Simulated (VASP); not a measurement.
```yaml
crystal:
  lattice:
    - [4.26816, 0.00000, 0.00000]
    - [0.00000, 4.26816, 0.00000]
    - [0.00000, 0.00000, 2.69998]
  atoms:
    - { symbol: Si, position: [0.00000, 0.00000, 0.00000] }
    - { symbol: Si, position: [0.50000, 0.50000, 0.50000] }
    - { symbol: O, position: [0.30749, 0.30749, 0.00000] }
    - { symbol: O, position: [0.80749, 0.19251, 0.50000] }
    - { symbol: O, position: [0.19251, 0.80749, 0.50000] }
    - { symbol: O, position: [0.69251, 0.69251, 0.00000] }
```

The numbers are results of RPBE GGA, VASP's PBE PAW potentials (set 64) (plane waves; VASP), not measurements. Numerical set-up: 520 eV cut-off, Gaussian smearing of 0.050 eV, potentials Si O.

**Question.** Give the energies of bands 6 to 19 at the high-symmetry points, in eV from the valence-band maximum.

**Answer.** 
```tsv
band	Γ	X	M	Z	R	A
6	-6.10	-8.92	-7.62	-9.22	-9.09	-10.31
7	-6.10	-4.34	-5.66	-6.58	-7.71	-7.68
8	-5.70	-4.34	-5.66	-6.58	-7.71	-7.68
9	-5.07	-4.23	-3.85	-6.03	-6.24	-4.43
10	-4.87	-4.23	-3.85	-6.03	-6.24	-4.43
11	-2.95	-3.58	-3.06	-4.35	-3.68	-4.24
12	-2.95	-3.58	-3.06	-4.35	-3.68	-4.24
13	-2.47	-2.56	-2.44	-2.73	-2.16	-1.70
14	-0.83	-2.56	-2.44	-2.73	-2.16	-1.70
15	-0.83	-1.03	-2.11	-2.50	-1.60	-1.42
16	0.00	-1.03	-2.11	-2.50	-1.60	-1.42
17	4.82	7.17	6.91	8.52	8.35	6.72
18	6.68	7.17	6.91	8.52	8.35	6.72
19	8.30	8.92	9.76	12.01	9.30	10.65
```

The gap is direct, 4.82 eV, from the valence maximum at Γ to the conduction minimum at Γ.

The compound is SiO2 in the rutile structure, stishovite, a high-pressure form. It was relaxed first, which changed the volume by +5 %.
